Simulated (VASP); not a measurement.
**Lattice vibrations of In2Au**

Aim: the phonon dispersion and thermal properties of In2Au. The start is a cell from a database of measured crystal structures.

Program: VASP 6.6.1. Level of theory: PBEsol; plane waves and PAW (Au, In). Results are calculated unless marked as measured.

This is a report of a sequence of runs, with most program output left out.

The database entry behind the starting cell differs from later determinations by our own check (0.1 to 0.3 % short, probably kX units), so it need not match the best structure at ambient conditions.

### Step 1. The starting structure

Symmetry: Fm-3m, No. 225, cubic system. The conventional cell has a = 6.502 Å, b = 6.502 Å, c = 6.502 Å, α = 90.00°, β = 90.00°, γ = 90.00°. Nearest to Au lie 8 In at 2.82 Å. Nearest to In lie 4 Au at 2.82 Å. Farther neighbours are not listed.

Coordinates:

```cif
data_structure
_symmetry_space_group_name_H-M 'P 1'
_symmetry_Int_Tables_number 1
_cell_length_a 4.5976
_cell_length_b 4.5976
_cell_length_c 4.5976
_cell_angle_alpha 60.000
_cell_angle_beta 60.000
_cell_angle_gamma 60.000
_cell_volume 68.72
loop_
_atom_site_label
_atom_site_type_symbol
_atom_site_fract_x
_atom_site_fract_y
_atom_site_fract_z
_atom_site_occupancy
Au1 Au 0.00000 0.00000 0.00000 1
In2 In 0.75000 0.75000 0.75000 1
In3 In 0.25000 0.25000 0.25000 1
```

### Step 2. Relax the host

Cell and atoms are relaxed first, so that later runs start from this functional's own cell.

File INCAR:

```
SYSTEM = In2Au
PREC = Accurate
ENCUT = 350
EDIFF = 1E-06
NELM = 120
ISMEAR = 0
SIGMA = 0.05
LREAL = .FALSE.
ALGO = Normal
GGA = PS
NBANDS = 14
LORBIT = 11
LWAVE = .FALSE.
LCHARG = .FALSE.
KPAR = 4
IBRION = 2
NSW = 40
ISIF = 3
EDIFFG = -0.02
POTIM = 0.4
```

File POSCAR:

```
In2Au
1.0
    0.0000000000      3.2510000000      3.2510000000
    3.2510000000      0.0000000000      3.2510000000
    3.2510000000      3.2510000000      0.0000000000
Au In
1 2
Direct
    0.0000000000      0.0000000000      0.0000000000
    0.7500000000      0.7500000000      0.7500000000
    0.2500000000      0.2500000000      0.2500000000
```

File KPOINTS:

```
Automatic mesh
0
Gamma
5 5 5
0 0 0
```

Potentials, in the order of the species: Au and In (PBE family, release 64).

Run with:

```sh
mpirun -np 4 vasp_std
```

The job ended after 5.4 s (4 MPI ranks of AMD EPYC 9R14 (Zen 4), shared host; peak memory 0.54 GiB).

This run has no spin polarisation. Its electron count is odd, so without a moment it is a metal by construction. The k-mesh is coarse for a metal. The PAW data sets were made with PBE, which is usual practice but a small mismatch for other functionals. The data set In keeps the semicore shell frozen, which is cheaper and a little less accurate. The run keeps the 48 symmetry operations of its start, so it cannot find a distortion of lower symmetry.

Relaxation path:

| step | energy less that of the first step (eV) | largest force (eV/Å) | pressure (GPa) | volume (Å³) |
| --- | --- | --- | --- | --- |
| 1 | 0.0000 | 0.0000 | 1.00 | 68.72 |
| 2 | -0.0050 | 0.0000 | 0.32 | 69.86 |
| 3 | -0.0053 | 0.0000 | -0.02 | 70.23 |

| conventional cell, symmetrised | before | after | change |
| --- | --- | --- | --- |
| a (Å) | 6.502 | 6.549 | +0.7 % |
| b (Å) | 6.502 | 6.549 | +0.7 % |
| c (Å) | 6.502 | 6.549 | +0.7 % |
| volume (Å³/atom) | 22.91 | 23.41 | +2.2 % |

The relaxed structure:

```xyz
3
Lattice="0.0000 3.2747 3.2747 3.2747 0.0000 3.2747 3.2747 3.2747 0.0000" Properties=species:S:1:pos:R:3 pbc="T T T"
Au    0.0000    0.0000    0.0000
In    4.9120    4.9120    4.9120
In    1.6373    1.6373    1.6373
```

Numbers from this step:

* electronic cycles: 27
* electrons: 17
* free energy (TOTEN): -10.65 eV
* energy at zero smearing: -10.65 eV
* Fermi energy: 5.859 eV
* pressure: -0.01705 GPa
* labelled metallic, from the levels on this mesh: yes

The run ended after 3 ionic steps, 0.005 eV below its first step, once forces and stress met EDIFFG = -0.02.

### Step 3. Tight relaxation

Force constants are second derivatives, so residual forces and stress must first be far smaller than in an ordinary relaxation. Smearing and mesh differ from the relaxation before, which can move the cell too.

File INCAR:

```
SYSTEM = In2Au
PREC = Accurate
ENCUT = 350
EDIFF = 1E-08
NELM = 120
ISMEAR = 1
SIGMA = 0.2
LREAL = .FALSE.
ALGO = Fast
GGA = PS
NBANDS = 14
LORBIT = 11
LWAVE = .FALSE.
LCHARG = .FALSE.
KPAR = 4
IBRION = 1
NSW = 30
ISIF = 3
EDIFFG = -0.002
POTIM = 0.4
```

File POSCAR:

```
In2Au
1.0
    0.0000000000      3.2746592041      3.2746592041
    3.2746592041      0.0000000000      3.2746592041
    3.2746592041      3.2746592041      0.0000000000
Au In
1 2
Direct
    0.0000000000      0.0000000000      0.0000000000
    0.7500000000      0.7500000000      0.7500000000
    0.2500000000      0.2500000000      0.2500000000
```

File KPOINTS:

```
Automatic mesh
0
Gamma
9 9 9
0 0 0
```

Run with:

```sh
mpirun -np 4 vasp_std
```

Elapsed: 12 s, on 4 MPI ranks; peak memory 0.59 GiB.

The steps of the relaxation:

| step | energy less that of the first step (eV) | largest force (eV/Å) | pressure (GPa) | volume (Å³) |
| --- | --- | --- | --- | --- |
| 1 | 0.0000 | 0.0000 | -0.23 | 70.23 |
| 2 | -0.0002 | 0.0000 | 0.04 | 69.96 |
| 3 | -0.0002 | 0.0000 | 0.00 | 70.00 |

| conventional cell, symmetrised | before | after | change |
| --- | --- | --- | --- |
| a (Å) | 6.549 | 6.542 | -0.1 % |
| b (Å) | 6.549 | 6.542 | -0.1 % |
| c (Å) | 6.549 | 6.542 | -0.1 % |
| volume (Å³/atom) | 23.41 | 23.33 | -0.3 % |

The relaxed structure:

```cif
data_structure
_symmetry_space_group_name_H-M 'P 1'
_symmetry_Int_Tables_number 1
_cell_length_a 4.6260
_cell_length_b 4.6260
_cell_length_c 4.6260
_cell_angle_alpha 60.000
_cell_angle_beta 60.000
_cell_angle_gamma 60.000
_cell_volume 70.00
loop_
_atom_site_label
_atom_site_type_symbol
_atom_site_fract_x
_atom_site_fract_y
_atom_site_fract_z
_atom_site_occupancy
Au1 Au 0.00000 0.00000 0.00000 1
In2 In 0.75000 0.75000 0.75000 1
In3 In 0.25000 0.25000 0.25000 1
```

This step gave:

| Property | Result |
| --- | --- |
| electronic cycles | 36 |
| free energy (TOTEN) | -10.67 eV |
| energy at zero smearing | -10.67 eV |
| Fermi energy | 5.984 eV |
| pressure | -0.001554 GPa |

The run ended after 3 ionic steps, 0.000 eV below its first step, once forces and stress met EDIFFG = -0.002.

### Step 4. Force constants in the supercell

System of this step: In2Au. It takes space group Fm-3m (No. 225, cubic). Conventional cell: a = 6.542 Å, b = 6.542 Å, c = 6.542 Å, α = 90.00°, β = 90.00°, γ = 90.00°. Au has 8 In at 2.83 Å nearest. In has 4 Au at 2.83 Å nearest. Farther neighbours are not listed.

Each independent atom is moved by 0.015 Å both ways; the forces give the force constants out to half the supercell.

File INCAR:

```
SYSTEM = In2Au
PREC = Accurate
ENCUT = 350
EDIFF = 1E-07
NELM = 120
ISMEAR = 1
SIGMA = 0.2
LREAL = .FALSE.
ALGO = Fast
GGA = PS
NBANDS = 92
LWAVE = .FALSE.
LCHARG = .FALSE.
KPAR = 4
IBRION = 6
NSW = 1
NFREE = 2
POTIM = 0.015
ISIF = 0
ADDGRID = .TRUE.
```

File POSCAR:

```
In2Au
1.0
    0.0000000000      6.5421397398      6.5421397398
    6.5421397398      0.0000000000      6.5421397398
    6.5421397398      6.5421397398      0.0000000000
Au In
8 16
Direct
    0.0000000000      0.0000000000      0.0000000000
    0.0000000000      0.0000000000      0.5000000000
    0.0000000000      0.5000000000      0.0000000000
    0.0000000000      0.5000000000      0.5000000000
    0.5000000000      0.0000000000      0.0000000000
    0.5000000000      0.0000000000      0.5000000000
    0.5000000000      0.5000000000      0.0000000000
    0.5000000000      0.5000000000      0.5000000000
    0.3750000000      0.3750000000      0.3750000000
    0.3750000000      0.3750000000      0.8750000000
    0.3750000000      0.8750000000      0.3750000000
    0.3750000000      0.8750000000      0.8750000000
    0.8750000000      0.3750000000      0.3750000000
    0.8750000000      0.3750000000      0.8750000000
    0.8750000000      0.8750000000      0.3750000000
    0.8750000000      0.8750000000      0.8750000000
    0.1250000000      0.1250000000      0.1250000000
    0.1250000000      0.1250000000      0.6250000000
    0.1250000000      0.6250000000      0.1250000000
    0.1250000000      0.6250000000      0.6250000000
    0.6250000000      0.1250000000      0.1250000000
    0.6250000000      0.1250000000      0.6250000000
    0.6250000000      0.6250000000      0.1250000000
    0.6250000000      0.6250000000      0.6250000000
```

File KPOINTS:

```
Automatic mesh
0
Gamma
4 4 4
0 0 0
```

Run with:

```sh
mpirun -np 4 vasp_std
```

The job ended after 8.7 min (4 MPI ranks; peak memory 4.2 GiB; 35 min of CPU time).

The last energy, forces, stress and levels in OUTCAR belong to the last displaced cell, not to the cell of POSCAR.

Numbers from this step:

```
electrons          : 136
lowest frequency   : -9.85e-7 cm⁻¹
highest frequency  : 156.1 cm⁻¹
dynamically stable : yes
zero point energy  : 18.01 meV/atom
heat capacity 300  : 24.43 J/K/mol of atoms
entropy 300        : 47.03 J/K/mol of atoms
```

No long-range dipole term. Phonon branches along the path, in cm⁻¹:

| point | branch 1 | branch 2 | branch 3 | branch 4 | branch 5 | branch 6 | branch 7 | branch 8 | branch 9 |
| --- | --- | --- | --- | --- | --- | --- | --- | --- | --- |
| Γ | 0 | 0 | 0 | 121 | 121 | 121 | 122 | 122 | 122 |
| 0.47 of the way | 27 | 27 | 68 | 100 | 100 | 104 | 131 | 141 | 141 |
| X | 55 | 55 | 76 | 78 | 78 | 91 | 150 | 152 | 152 |
| 0.53 of the way | 57 | 58 | 68 | 75 | 79 | 108 | 145 | 146 | 155 |
| W | 61 | 61 | 61 | 74 | 80 | 128 | 128 | 144 | 156 |
| 0.53 of the way | 53 | 62 | 65 | 75 | 82 | 117 | 138 | 145 | 154 |
| K | 51 | 62 | 66 | 76 | 85 | 113 | 140 | 147 | 152 |
| 0.47 of the way | 32 | 33 | 73 | 93 | 107 | 112 | 131 | 134 | 142 |
| Γ | 0 | 0 | 0 | 121 | 121 | 121 | 122 | 122 | 122 |
| 0.53 of the way | 25 | 25 | 67 | 103 | 109 | 109 | 131 | 131 | 137 |
| L | 34 | 34 | 81 | 104 | 104 | 123 | 126 | 135 | 135 |
| 0.53 of the way | 42 | 46 | 77 | 87 | 95 | 121 | 132 | 141 | 144 |
| U | 51 | 62 | 66 | 76 | 85 | 113 | 140 | 147 | 152 |
| 0.47 of the way | 53 | 62 | 65 | 75 | 82 | 117 | 138 | 145 | 154 |
| W | 61 | 61 | 61 | 74 | 80 | 128 | 128 | 144 | 156 |
| 0.47 of the way | 44 | 49 | 75 | 84 | 92 | 125 | 129 | 141 | 148 |
| L | 34 | 34 | 81 | 104 | 104 | 123 | 126 | 135 | 135 |
| 0.47 of the way | 40 | 44 | 78 | 89 | 97 | 122 | 131 | 140 | 142 |
| K | 51 | 62 | 66 | 76 | 85 | 113 | 140 | 147 | 152 |
| jump to U | 51 | 62 | 66 | 76 | 85 | 113 | 140 | 147 | 152 |
| 0.53 of the way | 54 | 58 | 72 | 76 | 79 | 99 | 147 | 151 | 153 |
| X | 55 | 55 | 76 | 78 | 78 | 91 | 150 | 152 | 152 |

The phonon density of states has structure finer than the step of the table below, so its rows give means over 5 cm⁻¹, whole bins alone (the curve runs from -12.4 to 171 cm⁻¹). Peaks (cm⁻¹: height): 40.0: 0.0686, 76.7: 0.187, 134.5: 0.172, 143.7: 0.169.

The phonon density of states by frequency; means over each step:

frequency (cm⁻¹), phonon density of states (states/cm⁻¹/cell) and a bar:
```
        0      0.000 
        5      0.001 
       10      0.003 #
       15      0.008 ##
       20      0.014 ###
       25      0.022 #####
       30      0.035 #######
       35      0.061 #############
       40      0.068 ##############
       45      0.067 ##############
       50      0.063 #############
       55      0.050 ###########
       60      0.022 #####
       65      0.014 ###
       70      0.041 #########
       75      0.122 #########################
       80      0.091 ###################
       85      0.063 #############
       90      0.064 #############
       95      0.069 ##############
      100      0.074 ###############
      105      0.065 ##############
      110      0.066 ##############
      115      0.046 ##########
      120      0.041 #########
      125      0.040 ########
      130      0.081 #################
      135      0.138 #############################
      140      0.144 ##############################
      145      0.128 ###########################
      150      0.073 ###############
      155      0.026 ######
      160      0.000
```

Heat capacity at constant volume against temperature:

temperature (K), heat capacity at constant volume (J/K/mol of atoms) and a bar:
```
        0        0.0 
       50       13.8 #################
      100       20.9 #########################
      150       23.0 ############################
      200       23.8 #############################
      250       24.2 #############################
      275       24.3 #############################
      325       24.5 ##############################
      375       24.6 ##############################
      425       24.7 ##############################
      475       24.7 ##############################
      525       24.8 ##############################
      575       24.8 ##############################
      625       24.8 ##############################
      675       24.8 ##############################
      725       24.9 ##############################
      750       24.9 ##############################
      800       24.9 ##############################
      850       24.9 ##############################
      900       24.9 ##############################
      950       24.9 ##############################
     1000       24.9 ##############################
```

Table of vibrational entropy by temperature:

| temperature (K) | vibrational entropy (J/K/mol of atoms) |
| --- | --- |
| 0 | 0 |
| 50 | 9.24 |
| 100 | 21.5 |
| 150 | 30.5 |
| 200 | 37.2 |
| 250 | 42.6 |
| 275 | 44.9 |
| 325 | 49.0 |
| 375 | 52.5 |
| 425 | 55.6 |
| 475 | 58.3 |
| 525 | 60.8 |
| 575 | 63.1 |
| 625 | 65.1 |
| 675 | 67.0 |
| 725 | 68.8 |
| 750 | 69.7 |
| 800 | 71.3 |
| 850 | 72.8 |
| 900 | 74.2 |
| 950 | 75.5 |
| 1000 | 76.8 |

### Step 5. What came out

| Quantity | Value |
| --- | --- |
| highest frequency | 156 cm⁻¹ |
| lowest frequency | -9.8e-7 cm⁻¹ |
| zero point energy | 18.0 meV/atom |
| heat capacity 300 | 24.4 J/K/mol of atoms |
| entropy 300 | 47.0 J/K/mol of atoms |

In words: The spectrum reaches 156 cm⁻¹, and its lowest point lies at 0 cm⁻¹. No mode is imaginary, so the structure is a local minimum as far as this supercell can tell. Frequencies between the wave vectors that fit the supercell are interpolated.

[Lines on the potential files, build, host, timing and source positions are cut from VASP's logs without a mark.]

[Logs are printed without paths, hosts, clocks, repeated set-up lines and the standing remarks that a program may print on its own settings, such as how far it seeks lower states.]

[Hosts, paths, dates, database ids (printed as entryN), source tags and the programs' standing remarks are cut or masked in the printed files.]

[Runs that stopped without an error message from VASP are left out.]
